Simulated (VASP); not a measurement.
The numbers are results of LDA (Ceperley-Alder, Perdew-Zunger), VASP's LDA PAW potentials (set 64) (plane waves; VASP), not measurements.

A VASP calculation is set up with these files.

### POSCAR
```
SnO2
1
    4.7288429718     0.0000000000     0.0000000000
    0.0000000000     4.7288429718     0.0000000000
    0.0000000000     0.0000000000     3.1961615244
Sn O
2 4
Direct
  0.0000000000   0.0000000000   0.0000000000
  0.5000000000   0.5000000000   0.5000000000
  0.3059836945   0.3059836945   0.0000000000
  0.8059836945   0.1940163055   0.5000000000
  0.1940163055   0.8059836945   0.5000000000
  0.6940163055   0.6940163055   0.0000000000
```

File KPOINTS:
```
Automatic mesh
0
Gamma
5 5 8
0 0 0
```

### INCAR
```
SYSTEM = SnO2
EDIFF = 1E-7   # SCF stop (eV)
ISMEAR = -5   # tetrahedra, Bloechl
ISIF = 2   # forces and stress, cell fixed
NELM = 100
ALGO = Normal   # blocked Davidson
LMAXMIX = 4
LASPH = .True.   # aspherical one-centre terms
ENCUT = 520   # plane-wave cut-off (eV)
PREC = Accurate
LEFG = .True.
LREAL = .False.   # projection in real space or not
LORBIT = 11   # lm-projected
LCHARG = .True.
LWAVE = .False.
NEDOS = 601   # DOS grid
```

POTCAR, in this order: Sn_d O (LDA.64 set). Program: vasp_std.

Unless said otherwise, spin-orbit coupling is left out, though it shifts the bands of the heavy elements here.

**Question.** Estimate the energy per atom (σ→0), band gap (on the k-mesh).

**Answer.** 
energy per atom (σ→0): -7.047 eV/atom
band gap (on the k-mesh): 1.14 eV

### OSZICAR
```
...
DAV:   9    -0.422812966869E+02    0.16899E-01   -0.85399E-02  2951   0.408E+00    0.148E-01
DAV:  10    -0.422813938865E+02   -0.97200E-04   -0.53618E-03  2782   0.661E-01    0.450E-02
DAV:  11    -0.422813973992E+02   -0.35128E-05   -0.29168E-04  2956   0.231E-01    0.229E-02
DAV:  12    -0.422813976767E+02   -0.27741E-06   -0.23337E-05  2816   0.618E-02    0.138E-02
DAV:  13    -0.422813947016E+02    0.29750E-05   -0.14510E-05  2983   0.442E-02    0.102E-03
DAV:  14    -0.422813948486E+02   -0.14695E-06   -0.16614E-06  2360   0.117E-02    0.572E-04
DAV:  15    -0.422813948513E+02   -0.27239E-08   -0.45600E-08  1420   0.264E-03
   1 F= -.42281395E+02 E0= -.42281395E+02  d E =0.000000E+00
```

The compound is SnO2 in the rutile structure. It was relaxed first.
